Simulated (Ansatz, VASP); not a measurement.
# Si2W: VASP beside Ansatz, part 2 of 2

Aim: how closely do two programs agree when they are given the same cell, functional and k mesh? The cell is taken from a series of runs on this material, whose earlier steps may have relaxed, scaled, displaced or heated it; both programs get it as it stands.

VASP 6.6.1 and Ansatz 0.2.0.

So far: The structure; VASP: zone-centre phonons, LDA.

## Step 3: Ansatz: zone-centre phonons, LDA

Level of this step: Ansatz beside VASP: Kohn-Sham DFT, plane waves, LDA (Ansatz).

Ansatz runs on its PAW soft_1 files.

The same cell, functional (in two slightly different forms), mesh and smearing now go to Ansatz, which takes its cutoff from its data sets.

Contents of input.yaml:

```yaml
crystal:
  lattice:
    - [-1.6262922533, 1.6262922533, 3.9518373107]
    - [1.6262922533, -1.6262922533, 3.9518373107]
    - [1.6262922533, 1.6262922533, -3.9518373107]
  atoms:
    - { symbol: Si, position: [0.3357566342, 0.3357566342, 0.0] }
    - { symbol: Si, position: [0.6642433658, 0.6642433658, 0.0] }
    - { symbol: W, position: [0.0, 0.0, 0.0] }
kpoints:
  mp_grid: { grid: [20, 20, 20] }
hamiltonian:
  xc: lda
  pseudopotentials: { kind: paw, azcp: { folder: soft_1 }, xc_functional: pbe }
scf:
  occupations: { method: methfessel_paxton, width: 0.2 }
output:
  eigenvalues: true
phonons:
  method: dfpt
```

Command:

```bash
$ ansatz run input.yaml --threads 4 --pin off --max-ram 10240MiB --backend cpu --events-out ev --progress --plain --runs-dir out
```

Numbers of over 12 decimals in the logs are rounded to 6 here.

What it wrote:

```text
zone centre: on kpoints.mp_grid the ground state, and the responses unless they are solved on pairs of k-points, stand on 1166 of the mesh's 8000 k-points, reduced under 4 symmetry operations, with k and −k counted as one. Each operation leaves every solved displacement unchanged or reverses it
Engine: ansatz 0.2.0, aarch64-unknown-linux-gnu
Pseudopotentials: kind: paw
Pseudopotential: Si, paw, valence charge 4, recommended cutoff 420 eV (normal), soft_1/Si.paw.azcp
Pseudopotential: W, paw, valence charge 14, recommended cutoff 420 eV (normal), soft_1/W.paw.azcp
Functional definition: SPW92
  exchange = slater_x
  correlation = pw_c
Crystal: 3 atoms, lattice volume = 41.808 Å³
Basis set: ecut = 420 eV, 841 PW (Γ), exchange–correlation on 64×64×64 points (8 copies of the dense FFT grid, shifted against one another)
Bands: 15, of which v1, the nominal top of the filled ones, is band 11 counted from 1 (10 counted from 0)
Symmetry: 16 space group operations
k-points: 1166 of 8000 (irreducible under 4 space group operations, time reversal used)
Non-local potential: Si, projectors of the file, l = 0: 2, l = 1: 2, l = 2: 1
Non-local potential: W, projectors of the file, l = 0: 3, l = 1: 2, l = 2: 2, l = 3: 1
PAW form: soft (Blöchl's): semilocal exchange-correlation on the pseudo side does not see the compensation charge
PAW frozen core: Si, regenerated for the run's functional, and the local potential with it (the file was generated under x = pbe(κ = 0.804, μ = 0.219515), c = pbe(β = 0.066725))
PAW frozen core: W, regenerated for the run's functional, and the local potential with it (the file was generated under x = pbe(κ = 0.804, μ = 0.219515), c = pbe(β = 0.066725))
PAW one-centre angular grid: Si, 110 points (default); XC on 64 Gauss nodes
PAW one-centre angular grid: W, 590 points (default); XC on 64 Gauss nodes
Initial density: superposition of atomic densities (chi_scale 0.1, normalization cell, long waves kept (reshape's long-wave potential 0.00 eV rms))
Initial wavefunctions: pseudopotential atomic-orbital guess
Functional: x = slater, c = lda
SCF iter   1: F=—  HF=-11349.508212 eV  |F-HF|=—  |Δ(HF+E_count)|=         —  Δρ=4.68e-2  dr2=9.48e-1  ethr=3.10e-3  ⟨swp⟩=5.2  Hψ=100951  notcnv=0
preconditioner: auto → Kerker (q_TF=auto, 2.451 Å⁻¹)  [metal: Δε(μ)=0.016 eV  Ē_g=8.006 eV  σ=0.200 eV  W_gap=0.07  n_scr=10 (ndim 8)  ℏωp=21.5 eV  f_vac=0.000  D(μ)=0.28/eV (n_scr^D=0)]
SCF iter   2: F=—  HF=-11349.276241 eV  |F-HF|=—  |Δ(HF+E_count)|=   2.32e-1  S|Δr|=    0.00e0  Δρ=2.42e-2  dr2=1.89e-1  ethr=3.10e-3  ⟨swp⟩=2.2  Hψ=31973  notcnv=0
SCF iter   3: F=—  HF=-11349.211766 eV  |F-HF|=—  |Δ(HF+E_count)|=   6.45e-2  S|Δr|=    0.00e0  Δρ=6.65e-3  dr2=1.51e-2  ethr=8.59e-4  ⟨swp⟩=2.7  Hψ=29959  notcnv=0
SCF iter   4: F=—  HF=-11349.206496 eV  |F-HF|=—  |Δ(HF+E_count)|=   5.27e-3  S|Δr|=    0.00e0  Δρ=5.47e-4  dr2=7.94e-5  ethr=6.87e-5  ⟨swp⟩=2.7  Hψ=27006  notcnv=0
SCF iter   5: F=—  HF=-11349.206470 eV  |F-HF|=—  |Δ(HF+E_count)|=   2.55e-5  S|Δr|=    0.00e0  Δρ=7.18e-5  dr2=2.07e-6  ethr=3.61e-7  ⟨swp⟩=2.8  Hψ=29778  notcnv=0
SCF iter   6: F=—  HF=-11349.206471 eV  |F-HF|=—  |Δ(HF+E_count)|=   1.08e-6  S|Δr|=    0.00e0  Δρ=1.36e-5  dr2=8.77e-8  ethr=9.39e-9  ⟨swp⟩=2.4  Hψ=23874  notcnv=0
SCF iter   7: F=—  HF=-11349.206471 eV  |F-HF|=—  |Δ(HF+E_count)|=   2.02e-8  S|Δr|=    0.00e0  Δρ=2.41e-6  dr2=3.76e-9  ethr=3.99e-10  ⟨swp⟩=2.2  Hψ=25946  notcnv=0
SCF iter   8: F=—  HF=-11349.206471 eV  |F-HF|=—  |Δ(HF+E_count)|=  9.22e-10  S|Δr|=    0.00e0  Δρ=2.88e-7  dr2=3.42e-11  ethr=1.71e-11  ⟨swp⟩=2.1  Hψ=24382  notcnv=0
SCF iter   9: F=-11349.206471 eV  HF=-11349.206471 eV  |F-HF|=0.00e0  |Δ(HF+E_count)|=  1.09e-11  S|Δr|=    0.00e0  Δρ=2.98e-8  dr2=2.24e-13  ethr=1.00e-12  ⟨swp⟩=5.1  Hψ=69840  notcnv=0
the search or the solves at the SCF's close seem to have found levels that the self-consistency loop had missed (the run counts 3). By its estimate they hold under 1e-12 electrons; where the run keeps them, the occupations were computed again with them
SCF 1 converged in 9 iterations: F = -11349.206471 eV  dr2 = 2.24e-13
  greatest PAW one-centre occupation: 0.999 electrons in one spin orbital (limit 2), on the W atom at site 2 (counted from 0), in its partial waves of l = 0
DFPT response loops at Γ: preconditioner auto → Kerker (q_TF=auto, 2.451 Å⁻¹) (partly filled bands, converged f_vac=0.000); β = 1.00, the filter's whole step (`scf.mixing.beta` (0.50) is not read by the response loops under this deck's `scf.mixing.preconditioner`; to damp them name `kerker` or `kerker_dos`, under which they read `scf.mixing.beta`, and type it under 1.00, their step now; both keys bind the ground state too); Broyden in place of MSR1
SCF converged after 9 iterations
Stability not checked: this state was not tested for a lower state beside it, because cold or Methfessel-Paxton smearing, or corrected tetrahedra, fill the levels in a way that the test cannot read (fill_not_monotonic; see scf.lower_state_search)
Free energy (F): -11349.206471 eV
Harris-Foulkes:  -11349.206471 eV  (|F-HF|=0.00e0)
Internal energy: -11349.208159 eV  (E = F + TS)
E sigma→0 (E₀):  -11349.206893 eV
Entropy (-TS):   0.001688 eV (0.563 meV/atom)
Fermi energy:    15.710434 eV
--- Per-component energies (eV) ---
  E_band       = -100.297293
  E_kinetic    = 510.443325
  E_local      = -917.198739  (includes V_loc(G=0)·N_el)
  E_nonlocal   = 25.727662
  E_hartree    = 391.989912
  E_xc         = -381.357186
  E_vxc        = -332.285299  (∫ρ·V_xc dr)
  E_paw        = -9294.073449  (= ΣΔE_a)
  E_vpaw       = -170.964275  (= ΣTr[D̂ρ^β])
  E_aug_tail   = 0.000213  (compensation charges beyond the density's cutoff)
  E_ewald      = -1685.191807
  E_core_change = 0.451911  (= ΣΔE_core)
  E_smearing   = 0.001688  (= −TS)
  E_closure    = 0.000000  (closes the sum)
  Σ components = -11349.206471   (vs F -11349.206471, Δ=0.00e0)
--- Band table (eV; the first three rows and the last of 1166) ---
  k-point 0: bands = [... 7 lower, 12.5445, 13.0214, 13.0214, 16.2787, 18.3031, 18.6792, 18.6792, 18.9328]
  k-point 1: bands = [... 7 lower, 12.5604, 12.8239, 13.3257, 15.8722, 18.1667, 18.7371, 18.7395, 19.1508]
  k-point 2: bands = [... 7 lower, 12.3294, 12.6109, 13.8083, 14.9456, 17.9353, 18.8867, 18.8923, 19.5988]
  k-point 1165: bands = [... 7 lower, 13.2969, 14.9511, 14.9511, 15.2511, 15.2511, 16.4411, 20.1074, 20.1565]
--- Phonons (Γ-DFPT): 4 representative perturbations + reference, on 1166 of 8000 k-points (Σ response iterations 12) ---
  k mesh reduced under 4 symmetry operations, with k and −k counted as one. Each operation leaves every solved displacement unchanged or reverses it
  ASR residual: 1.361e-5 → 0.000e0 eV/Å²; symmetrization residual: 1.776e-6 eV/Å²
  ASR residual per site (eV/Å²): 7.26e-6 7.26e-6 1.36e-5
  Γ frequencies (cm⁻¹): 0.00 0.00 0.00 231.74 231.74 270.54 303.25 303.25 418.57
  non-analytic LO–TO correction: not included (Born effective charges unavailable; polar crystals: no LO–TO splitting at Γ)
```

Reading the cycles: dr2 is the Hartree energy of the density residual (eV), the measure of convergence; HF is the Harris–Foulkes estimate of the energy, which meets the free energy F at convergence.

## Step 4: Side by side

Known differences besides the potentials themselves: the data sets hold 22 valence electrons in Ansatz (on its PAW soft_1 files) and 14 in VASP; the cutoff is 420 eV in Ansatz and 600 eV in VASP; VASP's log shows a relativistic correction to its local exchange, Ansatz's none. Total energies have different zeros and are not compared.

The two programs side by side:

```tsv
quantity	Ansatz	VASP	difference
optical mode 1 to 2 (cm⁻¹)	231.7	233.0	-0.55 %
optical mode 3 (cm⁻¹)	270.5	271.6	-0.39 %
optical mode 4 to 5 (cm⁻¹)	303.2	304.8	-0.52 %
optical mode 6 (cm⁻¹)	418.6	420.5	-0.45 %
```

Modes are paired by rising frequency, not by their patterns, so a pair may set unlike modes beside each other; they are those without the splitting of longitudinal modes.

## Step 5: Outcome

```json
{
  "r.m.s. difference of the optical zone-centre modes, each program's sorted by frequency (zone-centre phonons, LDA)": "1.5 cm⁻¹",
  "difference in optical mode 1 to 2 (zone-centre phonons, LDA)": "-0.5 %"
}
```

The r.m.s. difference of the optical zone-centre modes, each program's sorted by frequency is 1.5 cm⁻¹ (zone-centre phonons, LDA). The data sets hold unlike numbers of valence electrons (22 in Ansatz and 14 in VASP), so part of the differences comes from the potentials. Among the rows given in per cent, the largest difference of the zone-centre phonons, LDA pair is in optical mode 1 to 2, -0.5 %. Such differences can come from data sets, numerical settings and the points named under the comparisons, not from the functional's error against experiment.

[Lines on the potential files, build, host, timing and source positions are cut from VASP's logs without a mark.]

[Logs are printed without paths, hosts, clocks, repeated set-up lines and the standing remarks that a program may print on its own settings, such as how far it seeks lower states.]

[Hosts, paths, dates, database ids (printed as entryN), source tags and the programs' standing remarks are cut or masked in the printed files.]
